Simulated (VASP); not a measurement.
Crystal: W.

```
CELL_PARAMETERS angstrom
-1.57761 1.57761 1.57761
1.57761 -1.57761 1.57761
1.57761 1.57761 -1.57761
ATOMIC_POSITIONS crystal
W 0.00000 0.00000 0.00000
```

Base run:

* Program: VASP 6.6.1
* Functional: PBE
* Potentials or basis: VASP PAW PBE potentials, release 64 (W_sv)
* Cutoff: 520 eV
* k mesh: 16 × 16 × 16
* Occupations: methfessel-paxton, width 0.1 eV
* Spin: no spin polarisation

Its results: pressure 8.9 GPa.

The run is repeated on the same cell with these changes: functional from PBE to LDA; potentials or basis from VASP PAW PBE potentials, release 64 (W_sv) to VASP PAW LDA potentials, release 64 (W_sv). What comes out?

Pressure -4.6 GPa.
